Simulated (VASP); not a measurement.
Here is a VASP 6.6.1 calculation.

File POSCAR:

```
CaO                                     
1.0
   -0.0000000000      2.3966028047      2.3966028047
    2.3966028047      0.0000000000      2.3966028047
    2.3966028047      2.3966028047      0.0000000000
  Ca              O             
     1     1
Direct
     0.0000000000000000    0.0000000000000000    0.0000000000000000
     0.5000000000000000    0.5000000000000000    0.5000000000000000
```

File INCAR.step1:

```
SYSTEM = CaO
ALGO = Normal
EDIFF = 1E-6
ENCUT = 520
GGA = PE
GGA_COMPAT = .False.
ISIF = 2
ISMEAR = 0
KPAR = 4
LASPH = .True.
LCHARG = .True.
LNONCOLLINEAR = .True.
LORBIT = 11
LREAL = .False.
LSORBIT = .True.
LWAVE = .False.
MAGMOM = 0 0 0 0 0 0
NELM = 100
PREC = Accurate
SIGMA = 0.02
```

File KPOINTS.step1:

```
k-points
0
Gamma
  10 10 10
  0 0 0
```

Contents of INCAR.step2:

```
SYSTEM = CaO
ALGO = Normal
EDIFF = 1E-6
ENCUT = 520
GGA = PE
GGA_COMPAT = .False.
ICHARG = 11
ISIF = 2
ISMEAR = 0
KPAR = 4
LASPH = .True.
LCHARG = .False.
LNONCOLLINEAR = .True.
LORBIT = 11
LREAL = .False.
LSORBIT = .True.
LWAVE = .False.
MAGMOM = 0 0 0 0 0 0
NELM = 100
PREC = Accurate
SIGMA = 0.05
```

KPOINTS.step2

```
path GXWKGLUWLK,UX
15
line-mode
reciprocal
 0.0000000000  0.0000000000  0.0000000000  G
 0.5000000000  0.0000000000  0.5000000000  X

 0.5000000000  0.0000000000  0.5000000000  X
 0.5000000000  0.2500000000  0.7500000000  W

 0.5000000000  0.2500000000  0.7500000000  W
 0.3750000000  0.3750000000  0.7500000000  K

 0.3750000000  0.3750000000  0.7500000000  K
 0.0000000000  0.0000000000  0.0000000000  G

 0.0000000000  0.0000000000  0.0000000000  G
 0.5000000000  0.5000000000  0.5000000000  L

 0.5000000000  0.5000000000  0.5000000000  L
 0.6250000000  0.2500000000  0.6250000000  U

 0.6250000000  0.2500000000  0.6250000000  U
 0.5000000000  0.2500000000  0.7500000000  W

 0.5000000000  0.2500000000  0.7500000000  W
 0.5000000000  0.5000000000  0.5000000000  L

 0.5000000000  0.5000000000  0.5000000000  L
 0.3750000000  0.3750000000  0.7500000000  K

 0.6250000000  0.2500000000  0.6250000000  U
 0.5000000000  0.0000000000  0.5000000000  X
```

Potentials or basis: VASP PAW PBE potentials, release 64 (Ca_sv, O).

Command:

```console
$ cat potpaw_PBE.64/Ca_sv/POTCAR potpaw_PBE.64/O/POTCAR > POTCAR
$ cp INCAR.step1 INCAR
$ cp KPOINTS.step1 KPOINTS
$ mpirun -np 4 vasp_ncl > vasp.out
$ cp INCAR.step2 INCAR
$ cp KPOINTS.step2 KPOINTS
$ mpirun -np 4 vasp_ncl > vasp.out
```

Predict the net moment.

0.00 μB per cell.

Moments on the atoms (μB; x, y, z):
```
Ca  0.00 0.00 0.00
O   0.00 0.00 0.00
```
